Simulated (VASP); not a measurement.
Given:

```
KF
1.0
    0.00000     2.65498     2.65498
    2.65498     0.00000     2.65498
    2.65498     2.65498     0.00000
K F
1 1
Cartesian
  0.00000   0.00000   0.00000
  2.65498   2.65498   2.65498
```

Calculation: PBE GGA, VASP's PBE PAW potentials (set 64) (plane waves; VASP). Settings: 520 eV cut-off, 8×8×8 Γ-centred mesh, Gaussian smearing of 0.050 eV, potentials K_sv F.

Q: Give the stress tensor in GPa (positive for a compressed cell).

A: 
```
2.14  0.00  0.00
0.00  2.14  0.00
0.00  0.00  2.14
```
The pressure is its mean diagonal, 2.14 GPa.

The compound is KF in the rock salt structure. This cell is one point of a volume scan, at 0.94 of the reference volume.
